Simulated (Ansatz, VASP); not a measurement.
FeCoSe2 in VASP and in Ansatz

```
Se Co Fe
1.0
     3.58068    0.00000    0.00000
    -1.79034    3.10096    0.00000
     0.00000    0.00000    5.23741
Se Co Fe
2 1 1
Cartesian
  1.7903 1.0337 3.9391
  0.0000 2.0673 1.2983
  0.0000 0.0000 2.6187
  0.0000 0.0000 0.0000
```

The cell comes from a database or a generator and needn't be the stable form of this composition.

Alike in both runs: task single point; functional PBE; k mesh 9 × 9 × 5; occupations fermi-dirac, width 0.05 eV; collinear spin, ferromagnetic start.

```csv
,VASP,Ansatz
version,VASP 6.6.1,Ansatz 0.2.0
potentials or method,"VASP PAW PBE potentials, release 64 (Se, Co, Fe)",Ansatz PAW
plane-wave cutoff (eV),520,420
valence electrons in the cell,29,65
```

VASP gave:

| Property | Result |
| --- | --- |
| gap on the k mesh at the Fermi level (eV) | none |
| pressure (GPa) | 3.8 |
| largest component of the traceless stress (GPa) | 0.72 |
| rms of the force components (eV/Å) | 0.189 |
| net moment per atom (μB) | 0.45 |
| size of the moment on the site where the two differ most (μB) | 1.64 |

Problem. Which values does Ansatz return?

Solution. gap on the k mesh at the Fermi level (eV): none; pressure (GPa): 0.9; largest component of the traceless stress (GPa): 0.04; rms of the force components (eV/Å): 0.037; net moment per atom (μB): 0.21; size of the moment on the site where the two differ most (μB): 0.93.

The net moments differ so much that the two runs ended in different magnetic states, which moves the other rows too. Site moments also hang on the region over which each program counts them. Atom by atom the forces differ by 0.153 eV/Å (rms over components). A gap of «none» marks a metal or a gap that the smearing closes. The two sets of potentials don't hold the same shells in valence.

Caveats: only a ferromagnetic start was run, and an antiferromagnetic order may lie lower in energy (VASP); the starting moments weren't kept (Ansatz). With open d or f shells a metallic result of PBE can be an artefact of self-interaction; +U or a hybrid may open a gap.
